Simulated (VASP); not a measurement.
A convergence study with VASP on BaTe (rock salt): one setting is varied, all else stays as given below, so the limit is that of these other settings. ε∞ is the independent-particle value.

```yaml
crystal:
  lattice:
    - [0.00000, 3.50000, 3.50000]
    - [3.50000, 0.00000, 3.50000]
    - [3.50000, 3.50000, 0.00000]
  atoms:
    - { symbol: Ba, position: [0.00000, 0.00000, 0.00000] }
    - { symbol: Te, position: [0.50000, 0.50000, 0.50000] }
```

Level of theory: PBE GGA, VASP's PBE PAW potentials (set 64) (plane waves; VASP). The tightest run used: 550 eV cut-off, 5×5×5 Γ-centred mesh, Gaussian smearing of 0.050 eV, potentials Ba_sv Te.

The reference is NBANDS = 136, which took about 2 core-minutes. The timings are rough (shared machines, no repeats); factors under 2 mean little.

Task: Of the settings NBANDS = 9; NBANDS = 10; NBANDS = 12; NBANDS = 16; NBANDS = 24; NBANDS = 40; NBANDS = 72; NBANDS = 136, which is the lowest that keeps the difference from the reference in mean ε∞ within 0.3 from there on, and what does it cost?

Result: NBANDS = 16; its cost over the reference is about 1/5.
```json
[
 {"setting": "NBANDS = 9", "difference in mean ε∞": "3.66", "cost over the reference": "about 1/6"},
 {"setting": "NBANDS = 10", "difference in mean ε∞": "2.68", "cost over the reference": "about 1/6"},
 {"setting": "NBANDS = 12", "difference in mean ε∞": "1.09", "cost over the reference": "about 1/6"},
 {"setting": "NBANDS = 16", "difference in mean ε∞": "0.21", "cost over the reference": "about 1/5"},
 {"setting": "NBANDS = 24", "difference in mean ε∞": "0.03", "cost over the reference": "about 1/4"},
 {"setting": "NBANDS = 40", "difference in mean ε∞": "0.01", "cost over the reference": "about 1/3"},
 {"setting": "NBANDS = 72", "difference in mean ε∞": "0.00", "cost over the reference": "within a factor of 2"},
 {"setting": "NBANDS = 136", "difference in mean ε∞": "0.00", "cost over the reference": "reference"}
]
```

Left out are rungs that failed or repeat a setting and relaxations that didn't move; long series are thinned to 24 rows.

The compound is BaTe in the rock salt structure. The cell was not relaxed at this level.
